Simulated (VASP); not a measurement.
```
CELL_PARAMETERS angstrom
      4.09810     0.00000     0.00000
      0.00000     4.09810     0.00000
      0.00000     0.00000     4.09810
ATOMIC_POSITIONS crystal
  Ba 0.00000 0.00000 0.00000
  Ti 0.50000 0.50000 0.50000
  O  0.50000 0.00000 0.50000
  O  0.00000 0.50000 0.50000
  O  0.50000 0.50000 0.00000
```

The numbers are results of vdW-DF2, VASP's PBE PAW potentials (set 64) (plane waves; VASP), not measurements. Run with 520 eV cut-off, 6×6×6 Γ-centred mesh, tetrahedra with Blöchl corrections, potentials Ba_sv Ti_sv O.

The cores are frozen, which limits the accuracy of field gradients.

**Question.** Give the principal components of the electric field gradient (V/Å²) and the asymmetry η at each nucleus.

**Answer.** 
```csv
atom,Vxx,Vyy,Vzz,η
Ba1,0.0,0.0,0.0,-
Ti2,0.0,0.0,0.0,-
O3,-15.1,-15.1,30.3,0.00
O4,-15.1,-15.1,30.3,0.00
O5,-15.1,-15.1,30.3,0.00
```

The compound is BaTiO3 in the cubic perovskite structure, the ideal cubic form; the compound distorts at low or room temperature. It was relaxed first, which changed the volume by +8 %.
